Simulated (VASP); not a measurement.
A VASP calculation is set up with these files.

### INCAR
```
SYSTEM = Ag
PREC = Accurate; ENCUT = 400; LREAL = .False.
LASPH = .True.
EDIFF = 1E-6; NELM = 100; ALGO = Normal
LMAXMIX = 4
ISMEAR = 1; SIGMA = 0.1
GGA = PE
ISIF = 2
LWAVE = .False.; LCHARG = .False.
```

**KPOINTS**
```
Automatic mesh
0
Gamma
14 14 14
0 0 0
```

File POSCAR:
```
Ag
1
    0.0000000000     2.0859000000     2.0859000000
    2.0859000000     0.0000000000     2.0859000000
    2.0859000000     2.0859000000     0.0000000000
Ag
1
Direct
  0.0000000000   0.0000000000   0.0000000000
```

POTCAR, in this order: Ag (PBE.64 set). Program: vasp_std.

Q: Write an equivalent input for Ansatz.

A: One equivalent input (not run):
Ansatz 0.2 input:
```yaml
crystal:
  lattice:
    - [0.0000000, 2.0859000, 2.0859000]
    - [2.0859000, 0.0000000, 2.0859000]
    - [2.0859000, 2.0859000, 0.0000000]
  atoms:
    - { symbol: Ag, position: [0.0000000, 0.0000000, 0.0000000] }
kpoints:
  mp_grid: { grid: [14, 14, 14] }
hamiltonian:
  xc: pbe
  pseudopotentials: { kind: paw }
scf:
  occupations: { method: methfessel_paxton, width: 0.1 }
  max_iter: 100
output: { forces: true, stress: true, eigenvalues: true }
```
What does not carry over: each code has its own PAW files, so the cut-off isn't converted (ENCUT is set for VASP's; basis.ecutwfc is left out, and Ansatz then takes the one that its files recommend); Ansatz stops its SCF on the density residual and VASP on the energy change (EDIFF).

The compound is Ag in the fcc structure. The cell was not relaxed at this level.
